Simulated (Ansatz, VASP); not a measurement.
**Cross-check of Cd2Ni between VASP and Ansatz**

Aim: how closely do two programs agree when they are given the same cell, functional and k mesh? The cell is invented: other elements were put on sites of a known structure type. It may not be a known or stable phase. The cell is taken from a series of VASP runs on this material, whose earlier steps may have relaxed, scaled or displaced it; both programs get it as it stands.

Method: plane waves, with VASP 6.6.1 beside it; single point at PBE, in Ansatz 0.2.0.

### 1. The starting structure

Symmetry: P6/mmm, No. 191, hexagonal system. The conventional cell has a = 4.648 Å, b = 4.648 Å, c = 2.847 Å, α = 90.00°, β = 90.00°, γ = 120.00°. Nearest to Cd lie 5 Cd at 2.68 to 2.85 Å and 6 Ni at 3.04 Å. Ni has 2 Ni at 2.85 Å and 12 Cd at 3.04 Å nearest. Farther neighbours are not listed.

### 2. Ansatz: single point, PBE

Ansatz runs on its default PAW (the set named soft_2) files.

A single point gives forces, pressure and levels at one fixed geometry, so differences don't come from the geometry; what else differs is listed under the comparison.

Contents of input.yaml:

```yaml
crystal:
  lattice:
    - [4.648012264, -2.0e-10, 0.0]
    - [-2.3240061373, 4.0252967027, 0.0]
    - [0.0, 0.0, 2.8469430143]
  atoms:
    - { symbol: Cd, position: [0.33333333, 0.66666667, 0.5] }
    - { symbol: Cd, position: [0.66666667, 0.33333333, 0.5] }
    - { symbol: Ni, position: [0.0, 0.0, 0.0], spin: 1.0 }
hamiltonian:
  xc: pbe
  pseudopotentials: { kind: paw }
magnetization:
  spin_polarized: true
kpoints:
  mp_grid: { grid: [6, 6, 8] }
scf:
  occupations: { method: fermi_dirac, width: 0.05 }
  n_extra_bands: 6
output:
  forces: true
  stress: true
  eigenvalues: true
```

Run with:

```
$ ansatz run input.yaml --threads 2 --pin off --max-ram 4608MiB --backend cpu --events-out ev --progress --plain --runs-dir out
```

Numbers of over 12 decimals in the logs are rounded to 6 here.

Log:

```text
Warning: the atoms were moved onto the symmetric positions of the space group found under crystal.symmetry.tolerance 1.0e-5 (fractional; no operation is sought that the atoms, as they stand in a round, miss by more than twice it, and no atom is moved by as much as it), and the run uses the moved positions. Before a round's move an operation carried an atom to 4.65e-8 Å from where it should land, the largest such dist [...]
Warning: the band count 35 (scf.n_extra_bands) hosts the net moment |M| = 1.0000 μB (N_el = 58) but caps the reachable moment at 2·n_bands − N_el = 12.0000 μB, below the 36 bands that the automatic rule leaves for it — a moment growing past the seed, or the majority channel's smearing tail, pins there with fewer empty majority states than that count leaves; raise or omit scf.n_extra_bands unless the cap is intended
scf.n_extra_bands = 6 over 29 filled bands (N_el = 58.0): the run solves 35 bands
Engine: ansatz 0.2.0, aarch64-unknown-linux-gnu
Pseudopotentials: kind: paw
Pseudopotential: Cd, paw, valence charge 20, recommended cutoff 420 eV (normal), Cd.paw.azcp
Pseudopotential: Ni, paw, valence charge 18, recommended cutoff 420 eV (normal), Ni.paw.azcp
Functional definition: PBE
  parameter kappa = 0.804
  parameter beta = 0.066725
  exchange = pbe_x(kappa = kappa, mu = beta*pi^2/3)
  correlation = pbe_c(beta = beta)
Crystal: 3 atoms, lattice volume = 53.265 Å³
Basis set: ecut = 420 eV, 1071 PW (Γ), exchange–correlation on 64×64×40 points (8 copies of the dense FFT grid, shifted against one another)
Bands: 35, of which v1, the nominal top of the filled ones, is band 29 counted from 1 (28 counted from 0)
Symmetry: 24 space group operations
Space group: P6/mmm (ITA 191), of the structure as read, at distance tolerance 3.8e-5 Å
Magnetic group: BNS 191.233 (UNI 1463), of the structure as read, at distance tolerance 3.8e-5 Å
k-points: 35 of 288
Non-local potential: Cd, projectors of the file, l = 0: 3, l = 1: 2, l = 2: 2, l = 3: 1
Non-local potential: Ni, projectors of the file, l = 0: 3, l = 1: 2, l = 2: 3, l = 3: 1
PAW form: soft (Blöchl's): semilocal exchange-correlation on the pseudo side does not see the compensation charge
PAW one-centre angular grid: Cd, 590 points (default); XC on 64 Gauss nodes
PAW one-centre angular grid: Ni, 590 points (default); XC on 64 Gauss nodes
Initial density: superposition of atomic densities (chi_scale 0.1, normalization cell)
Starting moments: Σ|m| = 1 μB on 1 of 3 sites
Initial wavefunctions: pseudopotential atomic-orbital guess
Functional: x = pbe(κ = 0.804, μ = 0.219515), c = pbe(β = 0.066725)
SCF iter   1: F=—  HF=-22346.612952 eV  |F-HF|=—  |Δ(HF+E_count)|=         —  Δρ=8.48e-2 (↑2.10e-2 ↓8.48e-2)  dr2=5.46e0  dr2_m=8.76e-1  M=0.314 μB ∫|m|=0.337 μB  β_m=0.30  ethr=3.10e-3  ⟨swp⟩=5.8  Hψ=8584  notcnv=0
Mixer restart at iter 1: flushing history
preconditioner: auto → Kerker (q_TF=auto, 2.767 Å⁻¹)  [metal: Δε(μ)=0.055 eV  Ē_g=10.594 eV  σ=0.050 eV  W_gap=0.26  n_scr=26 (ndim 8)  ℏωp=29.7 eV  f_vac=0.000  D(μ)=1.41/eV (n_scr^D=6)]
spin=Collinear: Kerker preconditioning applied to the charge; magnetization (m = ρ↑ − ρ↓) channel mixes plain (no charge-response kernel on spin).
SCF iter   2: F=—  HF=-22347.626582 eV  |F-HF|=—  |Δ(HF+E_count)|=    1.01e0  Δρ=4.85e-2 (↑2.41e-2 ↓4.85e-2)  dr2=2.06e0  dr2_m=5.14e-1  M=0.275 μB ∫|m|=0.301 μB  β_m=0.50  ethr=3.10e-3  ⟨swp⟩=2.3  Hψ=3775  notcnv=0  defer=93
SCF iter   3: F=—  HF=-22348.161833 eV  |F-HF|=—  |Δ(HF+E_count)|=   5.35e-1  Δρ=4.91e-2 (↑1.37e-2 ↓4.91e-2)  dr2=2.49e0  dr2_m=1.69e-1  M=0.116 μB ∫|m|=0.141 μB  β_m=0.48  ethr=3.10e-3  ⟨swp⟩=2.1  Hψ=3338  notcnv=0  defer=92
SCF iter   4: F=—  HF=-22347.820504 eV  |F-HF|=—  |Δ(HF+E_count)|=   3.41e-1  Δρ=1.08e-2 (↑1.08e-2 ↓9.99e-3)  dr2=1.41e-1  dr2_m=1.16e-3  M=0.022 μB ∫|m|=0.039 μB  β_m=0.66  ethr=3.10e-3  ⟨swp⟩=2.9  Hψ=3921  notcnv=0  defer=92
SCF iter   5: F=—  HF=-22347.909386 eV  |F-HF|=—  |Δ(HF+E_count)|=   8.89e-2  Δρ=1.02e-2 (↑1.02e-2 ↓9.70e-3)  dr2=1.19e-1  dr2_m=1.67e-4  M=0.009 μB ∫|m|=0.016 μB  β_m=0.83  ethr=2.43e-4  ⟨swp⟩=2.3  Hψ=4096  notcnv=0  defer=90
SCF iter   6: F=—  HF=-22347.978698 eV  |F-HF|=—  |Δ(HF+E_count)|=   6.93e-2  Δρ=5.76e-3 (↑5.76e-3 ↓4.99e-3)  dr2=4.65e-2  dr2_m=8.89e-5  M=0.006 μB ∫|m|=0.009 μB  β_m=0.83  ethr=2.05e-4  ⟨swp⟩=2.0  Hψ=3360  notcnv=0  defer=90
SCF iter   7: F=—  HF=-22347.973439 eV  |F-HF|=—  |Δ(HF+E_count)|=   5.26e-3  Δρ=6.69e-4 (↑4.28e-4 ↓6.69e-4)  dr2=5.20e-4  dr2_m=2.96e-5  M=-0.001 μB ∫|m|=0.002 μB  β_m=0.92  ethr=8.01e-5  ⟨swp⟩=2.0  Hψ=3385  notcnv=0  defer=89
SCF iter   8: F=—  HF=-22347.973616 eV  |F-HF|=—  |Δ(HF+E_count)|=   1.77e-4  Δρ=3.03e-4 (↑2.16e-4 ↓3.03e-4)  dr2=1.05e-4  dr2_m=1.17e-6  M=0.001 μB ∫|m|=0.001 μB  β_m=0.96  ethr=8.97e-7  ⟨swp⟩=2.0  Hψ=3542  notcnv=0  defer=91
SCF iter   9: F=—  HF=-22347.973615 eV  |F-HF|=—  |Δ(HF+E_count)|=   1.45e-6  Δρ=6.07e-5 (↑3.32e-5 ↓6.07e-5)  dr2=4.29e-6  dr2_m=1.38e-7  M=0.000 μB ∫|m|=0.000 μB  β_m=0.98  ethr=1.81e-7  ⟨swp⟩=2.0  Hψ=2773  notcnv=0  defer=91
SCF iter  10: F=—  HF=-22347.973610 eV  |F-HF|=—  |Δ(HF+E_count)|=   4.14e-6  Δρ=1.71e-5 (↑7.71e-6 ↓1.71e-5)  dr2=2.52e-7  dr2_m=1.51e-8  M=0.000 μB ∫|m|=0.000 μB  β_m=0.99  ethr=7.39e-9  ⟨swp⟩=1.9  Hψ=2746  notcnv=0  defer=91
SCF iter  11: F=—  HF=-22347.973610 eV  |F-HF|=—  |Δ(HF+E_count)|=   2.94e-8  Δρ=4.66e-6 (↑4.60e-6 ↓4.66e-6)  dr2=4.26e-8  dr2_m=4.86e-11  M=0.000 μB ∫|m|=0.000 μB  β_m=0.99  ethr=4.35e-10  ⟨swp⟩=2.3  Hψ=3601  notcnv=0  defer=91
SCF iter  12: F=-22347.973610 eV  HF=-22347.973610 eV  |F-HF|=3.29e-9  |Δ(HF+E_count)|=  9.24e-10  Δρ=1.53e-6 (↑1.52e-6 ↓1.53e-6)  dr2=4.36e-9  dr2_m=1.64e-11  M=-0.000 μB ∫|m|=0.000 μB  ethr=7.34e-11  ⟨swp⟩=7.6  Hψ=9298  notcnv=0
SCF 1 converged in 12 iterations: F = -22347.973610 eV  dr2 = 4.36e-9
  greatest PAW one-centre occupation: 1.001 electrons in one spin orbital (limit 2), on the Ni atom at site 2 (counted from 0), in its partial waves of l = 1
WARN: the starting moments were not kept: the SCF closed with an absolute magnetisation of 1.9e-6 μB, where they sum to 1 μB in size (1 site). That is at most 0.1 of that sum. Measured as dr2_m measures the in/out step, that magnetisation stands 1.8e-12 eV from none, at or under the dr2_threshold of 1.0e-7 eV: it is no larger than a step whose dr2_m would equal this threshold. The system may hold no moment; this SCF  [...]
SCF converged after 12 iterations
Magnetization: -0.0000 μB (29.0000 up, 29.0000 down)
Absolute magnetization: 0.0000 μB (∫|ρ↑−ρ↓|, with the PAW one-centre terms)
Spin contamination: 0.0000 ħ² per cell (⟨S²⟩ above its minimum at these occupations)
Per-site moments (μB) at R_I (Å): [(1.763466206602387e-8, 1.106957), (1.7634662464212516e-8, 1.106957), (-3.675863501641805e-7, 1.174364)]
Free energy (F): -22347.973610 eV
Harris-Foulkes:  -22347.973610 eV  (|F-HF|=3.29e-9)
Internal energy: -22347.958669 eV  (E = F + TS)
E sigma→0 (E₀):  -22347.966140 eV
Entropy (-TS):   -0.014941 eV (-4.980 meV/atom)
Fermi energy:    15.301982 eV
--- Per-component energies (eV) ---
  E_band       = -1078.286571
  E_kinetic    = 1292.755527
  E_local      = -9450.827486  (includes V_loc(G=0)·N_el)
  E_nonlocal   = 708.753064
  E_hartree    = 4269.580592
  E_xc         = -437.975808
  E_vxc        = -552.292395  (∫ρ·V_xc dr)
  E_paw        = -9801.409695  (= ΣΔE_a)
  E_vpaw       = -1615.841722  (= ΣTr[D̂ρ^β])
  E_aug_tail   = 0.000497  (compensation charges beyond the density's cutoff)
  E_ewald      = -8928.835360
  E_smearing   = -0.014941  (= −TS)
  E_closure    = 0.000000  (closes the sum)
  Σ components = -22347.973610   (vs F -22347.973610, Δ=0.00e0)
--- Forces (eV/Å), atoms counted from 1 ---
  atom   1  Cd    -0.00000000    -0.00000000     0.00000000
  atom   2  Cd     0.00000000     0.00000000     0.00000000
  atom   3  Ni    -0.00000000    -0.00000000     0.00000000
  max |Σ_I F_I| component: 9.25e-18 eV/Å
--- Stress (GPa, compression-positive) ---
       -0.158056      -0.000000       0.000000
        0.000000      -0.158056       0.000000
        0.000000       0.000000      -0.353438
  P = ⅓ Tr σ = -0.2232 GPa (-2.232 kbar)
--- Band table (eV; the first three rows and the last of 70) ---
  k-point 0 ↑: bands = [... 25 lower, 13.6194, 14.7585, 14.7585, 17.7827, 17.9606, 17.9606, 18.0267, 18.0267, ... 2 higher]
  k-point 1 ↑: bands = [... 25 lower, 13.7801, 14.6139, 14.6139, 17.9477, 18.1979, 18.1979, 18.4395, 18.4395, ... 2 higher]
  k-point 2 ↑: bands = [... 25 lower, 14.1333, 14.3298, 14.3298, 18.4748, 18.9114, 18.9114, 19.0147, 19.5163, ... 2 higher]
  k-point 34 ↓: bands = [... 25 lower, 13.9778, 14.6904, 15.0401, 15.9125, 15.9125, 16.7039, 16.7039, 18.2747, ... 2 higher]
```

Wall time 4.8 s (2 threads of Arm Neoverse V2, shared host); peak memory 0.4 GiB.

The run ends at a pressure of -0.22 GPa.

### 3. VASP: single point, PBE

The same cell, functional, mesh and smearing now go to VASP, with its own data sets and cutoff.

Lines of VASP's logs that name or quote its potential files are left out, and so is its time.

Contents of INCAR:

```
SYSTEM = Cd2Ni
PREC = Accurate
ENCUT = 400
EDIFF = 1E-06
NELM = 100
ISMEAR = -1
SIGMA = 0.05
LREAL = .FALSE.
ALGO = Normal
GGA = PE
NBANDS = 24
ISPIN = 2
MAGMOM = 0 0 1
LMAXMIX = 4
LORBIT = 11
LWAVE = .FALSE.
LCHARG = .FALSE.
ISIF = 2
```

Contents of POSCAR:

```
Cd2Ni
1.0
    4.6480122640     -0.0000000002      0.0000000000
   -2.3240061373      4.0252967027      0.0000000000
    0.0000000000      0.0000000000      2.8469430143
Cd Ni
2 1
Direct
    0.3333333300      0.6666666700      0.5000000000
    0.6666666700      0.3333333300      0.5000000000
    0.0000000000      0.0000000000      0.0000000000
```

Contents of KPOINTS:

```
Automatic mesh
0
Gamma
6 6 8
0 0 0
```

PAW data sets: Cd and Ni (PBE family, release 64).

Run with:

```
$ mpirun -np 1 vasp_std
```

Log:

```text
[banner, memory and clock lines left out]
running    1 mpi-ranks, on    1 nodes
 distrk:  each k-point on    1 cores,    1 groups
 distr:  one band on    1 cores,    1 groups

 POSCAR found type information on POSCAR CdNi
 POSCAR found :  2 types and       3 ions
 LDA part: xc-table for (Slater+PW92), standard interpolation
 POSCAR, INCAR and KPOINTS ok, starting setup
 FFT: planning ... GRIDC
 FFT: planning ... GRID_SOFT
 FFT: planning ... GRID
 WAVECAR not read
 entering main loop
       N       E                     dE             d eps       ncg     rms          rms(c)
DAV:   1     0.225996553525E+03    0.22600E+03   -0.14327E+04  3400   0.129E+03
DAV:   2     0.596934532197E+00   -0.22540E+03   -0.21319E+03  3432   0.340E+02
DAV:   3    -0.676923429186E+01   -0.73662E+01   -0.72861E+01  4040   0.776E+01
DAV:   4    -0.682061902317E+01   -0.51385E-01   -0.51378E-01  3904   0.577E+00
DAV:   5    -0.682176867597E+01   -0.11497E-02   -0.11496E-02  4264   0.826E-01    0.915E+00
DAV:   6    -0.730842212733E+01   -0.48665E+00   -0.45467E+00  3432   0.287E+01    0.996E+00
DAV:   7    -0.634826680250E+01    0.96016E+00   -0.22555E+00  4312   0.226E+01    0.561E+00
DAV:   8    -0.630608076711E+01    0.42186E-01   -0.14709E-01  3848   0.371E+00    0.219E+00
DAV:   9    -0.630140561049E+01    0.46752E-02   -0.20793E-02  3872   0.179E+00    0.595E-01
DAV:  10    -0.630095606402E+01    0.44955E-03   -0.47152E-04  4144   0.217E-01    0.108E-01
DAV:  11    -0.630102095998E+01   -0.64896E-04   -0.16286E-04  3944   0.137E-01    0.619E-02
DAV:  12    -0.630102563598E+01   -0.46760E-05   -0.26064E-05  4128   0.638E-02    0.187E-02
DAV:  13    -0.630102568966E+01   -0.53683E-07   -0.21798E-06  2896   0.117E-02
   1 F= -.63010257E+01 E0= -.62935748E+01  d E =-.149018E-01  mag=    -0.0006
```

From OUTCAR (step 3):

```text
ion  position               nearest neighbor table
   1  0.333  0.667  0.500-   2 2.68   2 2.68   2 2.68   3 3.04   3 3.04   3 3.04   3 3.04   3 3.04
                             3 3.04
   2  0.667  0.333  0.500-   1 2.68   1 2.68   1 2.68   3 3.04   3 3.04   3 3.04   3 3.04   3 3.04
                             3 3.04
   3  0.000  0.000  0.000-   1 3.04   2 3.04   1 3.04   2 3.04   2 3.04   2 3.04   1 3.04   1 3.04
                             2 3.04   2 3.04   1 3.04   1 3.04

  LATTYP: Found a hexagonal cell.
 ALAT       =     4.6480122640
 C/A-ratio  =     0.6125076382

 Subroutine GETGRP returns: Found 24 space group operations
 (whereof 24 operations were pure point group operations)

The static configuration has the point symmetry D_6h.

 Found     35 irreducible k-points:

   k-points           NKPTS =     35   k-points in BZ     NKDIM =     35   number of bands    NBANDS=     24

   dimension x,y,z NGX =    30 NGY =   30 NGZ =   20
   dimension x,y,z NGXF=    60 NGYF=   60 NGZF=   40

   ENCUT  =  400.0 eV  29.40 Ry    5.42 a.u.   7.58  7.58  4.64*2*pi/ulx,y,z

   NELECT =      34.0000    total number of electrons

 k-points in reciprocal lattice and weights: Automatic mesh
   0.00000000  0.00000000  0.00000000       0.003
   0.16666667  0.00000000  0.00000000       0.021
   0.33333333  0.00000000  0.00000000       0.021
   0.50000000 -0.00000000  0.00000000       0.010
   0.16666667  0.16666667  0.00000000       0.021
   0.33333333  0.16666667  0.00000000       0.042
   0.33333333  0.33333333  0.00000000       0.007
   0.00000000  0.00000000  0.12500000       0.007
   0.16666667  0.00000000  0.12500000       0.042
[...]
0.33333333  0.16666667  0.50000000       0.042
   0.33333333  0.33333333  0.50000000       0.007

 average (electrostatic) potential at core
       1 -38.1810       2 -38.1810       3 -86.6224

 E-fermi :   4.0092

 spin component 1
 k-point     1 :       0.0000    0.0000    0.0000
  band No.  band energies     occupation
    ...
     12       2.2773      1.00000
     13       2.2773      1.00000
     14       2.3364      1.00000
     15       3.4679      0.99998
     16       3.4679      0.99998
     17       6.4964      0.00000
     18       6.6633      0.00000
     19       6.6633      0.00000
     20       6.7533      0.00000
     21       6.7533      0.00000
    ...

 k-point     2 :       0.1667    0.0000    0.0000
  band No.  band energies     occupation
    ...
     12       1.7626      1.00000
     13       2.3020      1.00000
     14       2.3292      1.00000
     15       3.4562      0.99998
     16       3.4696      0.99998
     17       4.1798      0.03188
     18       4.9368      0.00000
     19       6.0893      0.00000
     20       8.5043      0.00000
     21       8.8717      0.00000
    ...

 k-point     3 :       0.3333    0.0000    0.0000
  band No.  band energies     occupation
    ...
     14       2.4144      1.00000
     15       3.1292      1.00000
     16       3.4366      0.99999
     17       3.4732      0.99998
     18       3.6401      0.99938
     19       5.7977      0.00000
     20      10.8592      0.00000
     21      11.3773      0.00000
     22      13.9109      0.00000
     23      15.6398      0.00000
    ...

 k-point     4 :       0.5000   -0.0000    0.0000
  band No.  band energies     occupation
    ...
     14       2.6234      1.00000
     15       2.9279      1.00000
     16       3.0008      1.00000
     17       3.4287      0.99999
     18       3.4748      0.99998
     19       5.7268      0.00000
     20      13.8176      0.00000
     21      13.9887      0.00000
     22      14.0653      0.00000
     23      14.3451      0.00000
    ...

 k-point     5 :       0.1667    0.1667    0.0000
  band No.  band energies     occupation
    ...
     14       2.4885      1.00000
     15       3.2565      1.00000
     16       3.4435      0.99999
     17       3.4701      0.99998
     18       3.6356      0.99943
     19       7.6223      0.00000
     20       7.8692      0.00000
     21      12.1783      0.00000
     22      12.4119      0.00000
     23      15.2597      0.00000
    ...

 k-point     6 :       0.3333    0.1667    0.0000
  band No.  band energies     occupation
    ...
     14       2.5620      1.00000
     15       2.9829      1.00000
     16       3.1984      1.00000
     17       3.4367      0.99999
     18       3.4684      0.99998
     19       7.3414      0.00000
     20      10.4269      0.00000
     21      13.6132      0.00000
     22      14.8799      0.00000
     23      15.8889      0.00000
    ...

  Total       -0.0911355     -0.0911355     -0.2036172      0.0000000      0.0000000     -0.0000000
  in kB       -2.7412858     -2.7412858     -6.1246479      0.0000000      0.0000000     -0.0000000
  external PRESSURE =      -3.8690732 kB  Pullay stress =       0.0000000 kB

  energy-cutoff  :      400.00
  volume of cell :       53.27
      direct lattice vectors                 reciprocal lattice vectors
     4.648012264 -0.000000000  0.000000000     0.215145732  0.124214446  0.000000000
    -2.324006137  4.025296703  0.000000000     0.000000000  0.248428892  0.000000000
     0.000000000  0.000000000  2.846943014     0.000000000  0.000000000  0.351253957

 POSITION                                       TOTAL-FORCE (eV/Angst)
 -----------------------------------------------------------------------------------
     -0.00000      2.68353      1.42347        -0.000000      0.000000      0.000000
      2.32401      1.34177      1.42347         0.000000      0.000000      0.000000
      0.00000      0.00000      0.00000        -0.000000      0.000000      0.000000
 -----------------------------------------------------------------------------------
    total drift:                               -0.000000      0.000000      0.000000

  FREE ENERGIE OF THE ION-ELECTRON SYSTEM (eV)
  ---------------------------------------------------
  free  energy   TOTEN  =        -6.3010256897 eV

  energy  without entropy=       -6.2861238545  energy(sigma->0) =       -6.29357477

 total charge
# of ion       s       p       d       tot
------------------------------------------
    1        0.525   0.379   9.484  10.388
    2        0.525   0.379   9.484  10.388
    3        0.327   0.247   8.388   8.962
--------------------------------------------------
tot          1.376   1.005  27.356  29.737

 magnetization (x)
# of ion       s       p       d       tot
------------------------------------------
    1       -0.000   0.000   0.000   0.000
    2       -0.000   0.000   0.000   0.000
    3        0.000  -0.000  -0.002  -0.002
--------------------------------------------------
tot         -0.000   0.000  -0.002  -0.002

[... 6 further parts left out ...]
```

The run ends at a pressure of -0.39 GPa.

### 4. Side by side

Known differences besides the potentials themselves: the data sets hold 58 valence electrons in Ansatz (default PAW (the set named soft_2) files) and 34 in VASP; the cutoff is 420 eV in Ansatz and 400 eV in VASP; VASP leaves aspherical gradient terms in its spheres out (LASPH is not set), Ansatz keeps them. Total energies have different zeros and are not compared.

Both answers:

```csv
quantity,Ansatz,VASP,difference
pressure (GPa),-0.22,-0.39,+0.16
pressure without Ansatz's Pulay correction (GPa),-0.29,-0.39,+0.10
```

Ansatz's pressure holds a Pulay correction of 0.07 GPa; VASP's holds none.

### 5. What came out

| Quantity | Value |
| --- | --- |
| difference in pressure (single point, PBE) | 0.16 GPa |

The difference in pressure is 0.16 GPa (single point, PBE), within the 1 GPa picked in this series as the mark of a large difference. 1 further run of this series is not shown here. How closely two codes agree says nothing of how well the functional describes the real material.

[Lines on the potential files, build, host, timing and source positions are cut from VASP's logs without a mark.]

[Logs are printed without paths, hosts, clocks, repeated set-up lines and the standing remarks that a program may print on its own settings, such as how far it seeks lower states.]

[Hosts, paths, dates, database ids (printed as entryN), source tags and the programs' standing remarks are cut or masked in the printed files.]
